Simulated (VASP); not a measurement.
Data:

```xyz
2
Lattice="0.0000 2.9350 2.9350 2.9350 0.0000 2.9350 2.9350 2.9350 0.0000" Properties=species:S:1:pos:R:3 pbc="T T T"
In     0.0000     0.0000     0.0000
P      1.4675     1.4675     1.4675
```

Computed with G0W0 on PBE orbitals, VASP's PBE PAW potentials (set 64) (plane waves; VASP 6.6.1). Settings: PREC = Normal, 500 eV cut-off, 4×4×4 Γ-centred mesh, Gaussian smearing of 0.010 eV, potentials In_d_GW P_GW.

The mesh is coarse and the basis finite, so the quasiparticle values are not converged.

NBANDS = 64, ENCUTGW = 150 eV, NOMEGA = 64. The PBE levels (eV) that the step starts from are:

```
state                           KS energy  filling
------------------------------  ---------  -------
k1 (0.00, 0.00, 0.00), band 6       -7.58        2
k1 (0.00, 0.00, 0.00), band 7        3.91        2
k1 (0.00, 0.00, 0.00), band 8        3.91        2
k1 (0.00, 0.00, 0.00), band 9        3.91        2
k1 (0.00, 0.00, 0.00), band 10       4.58        0
k1 (0.00, 0.00, 0.00), band 11       7.97        0
k1 (0.00, 0.00, 0.00), band 12       7.97        0
k1 (0.00, 0.00, 0.00), band 13       7.97        0
k4 (0.25, 0.25, 0.00), band 6       -6.69        2
k4 (0.25, 0.25, 0.00), band 7        0.57        2
k4 (0.25, 0.25, 0.00), band 8        2.51        2
k4 (0.25, 0.25, 0.00), band 9        2.51        2
k4 (0.25, 0.25, 0.00), band 10       6.38        0
k4 (0.25, 0.25, 0.00), band 11       7.02        0
k4 (0.25, 0.25, 0.00), band 12      10.26        0
k4 (0.25, 0.25, 0.00), band 13      10.26        0
k7 (0.50, 0.50, 0.00), band 6       -5.21        2
k7 (0.50, 0.50, 0.00), band 7       -1.84        2
k7 (0.50, 0.50, 0.00), band 8        1.60        2
k7 (0.50, 0.50, 0.00), band 9        1.60        2
k7 (0.50, 0.50, 0.00), band 10       5.66        0
k7 (0.50, 0.50, 0.00), band 11       6.16        0
k7 (0.50, 0.50, 0.00), band 12      13.10        0
k7 (0.50, 0.50, 0.00), band 13      13.45        0
```

### Question
Give the quasiparticle energies and renormalisation factors Z.

### Answer

```csv
state,QP energy (eV),Z
"k1 (0.00, 0.00, 0.00), band 6",-7.75,0.59
"k1 (0.00, 0.00, 0.00), band 7",3.75,0.74
"k1 (0.00, 0.00, 0.00), band 8",3.75,0.74
"k1 (0.00, 0.00, 0.00), band 9",3.75,0.74
"k1 (0.00, 0.00, 0.00), band 10",4.90,0.76
"k1 (0.00, 0.00, 0.00), band 11",8.33,0.75
"k1 (0.00, 0.00, 0.00), band 12",8.33,0.75
"k1 (0.00, 0.00, 0.00), band 13",8.33,0.75
"k4 (0.25, 0.25, 0.00), band 6",-6.89,0.64
"k4 (0.25, 0.25, 0.00), band 7",0.34,0.71
"k4 (0.25, 0.25, 0.00), band 8",2.24,0.73
"k4 (0.25, 0.25, 0.00), band 9",2.24,0.73
"k4 (0.25, 0.25, 0.00), band 10",6.58,0.76
"k4 (0.25, 0.25, 0.00), band 11",7.31,0.74
"k4 (0.25, 0.25, 0.00), band 12",10.67,0.73
"k4 (0.25, 0.25, 0.00), band 13",10.67,0.73
"k7 (0.50, 0.50, 0.00), band 6",-5.40,0.67
"k7 (0.50, 0.50, 0.00), band 7",-2.14,0.69
"k7 (0.50, 0.50, 0.00), band 8",1.28,0.72
"k7 (0.50, 0.50, 0.00), band 9",1.28,0.72
"k7 (0.50, 0.50, 0.00), band 10",5.68,0.77
"k7 (0.50, 0.50, 0.00), band 11",6.39,0.76
"k7 (0.50, 0.50, 0.00), band 12",13.35,0.70
"k7 (0.50, 0.50, 0.00), band 13",13.82,0.70
```
On the mesh the gap opens from 0.67 to 1.15 eV.

The compound is InP in the zinc blende structure. The cell was not relaxed at this level. The k-mesh is coarse (spacing up to 0.46 per Å, 2π included), so the numbers may not be converged in it.
